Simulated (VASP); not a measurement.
Data:

```yaml
crystal:
  lattice:
    - [4.01802, 0.00000, 0.00000]
    - [0.00000, 4.01802, 0.00000]
    - [0.00000, 0.00000, 7.18054]
  atoms:
    - { symbol: Hg, position: [0.50000, 0.50000, 0.00000] }
    - { symbol: P, position: [0.00000, 0.00000, 0.50000] }
    - { symbol: Pd, position: [0.00000, 0.50000, 0.30289] }
    - { symbol: Pd, position: [0.00000, 0.50000, 0.69711] }
    - { symbol: Pd, position: [0.50000, 0.00000, 0.30289] }
    - { symbol: Pd, position: [0.50000, 0.00000, 0.69711] }
    - { symbol: Pd, position: [0.00000, 0.00000, 0.00000] }
```

These are PBEsol GGA, VASP's PBE PAW potentials (set 64) (plane waves; VASP 6.6.1) values and carry that method's errors. Numerical set-up: 300 eV cut-off, 5×5×3 Γ-centred mesh, Gaussian smearing of 0.10 eV, potentials Hg P Pd.

At this cut-off the stress carries a Pulay error, which pulls relaxed volumes low. Unless said otherwise, spin-orbit coupling is left out, though it shifts the bands of the heavy elements here.

Problem. Predict the energy per atom (σ→0), pressure, largest force, band gap (on the k-mesh) with the smallest direct gap where there is one.

Solution. 
```json
{
  "band gap (on the k-mesh)": "none (metal, semimetal or under 0.01 eV)",
  "energy per atom (σ→0)": "-5.531 eV/atom",
  "pressure": "-11.82 GPa",
  "largest_force": "0.123 eV/Å"
}
```

Total energies compare only between runs with the same potentials, cut-off and functional.

The structure comes from a computed database's HgPPd5 entry (P4/mmm); how it stands against other phases isn't given here. The cell was not relaxed at this level. The k-mesh is coarse (spacing up to 0.31 per Å, 2π included), so the numbers may not be converged in it. The electron count is odd and the run is not spin-polarised, which forces a metal.
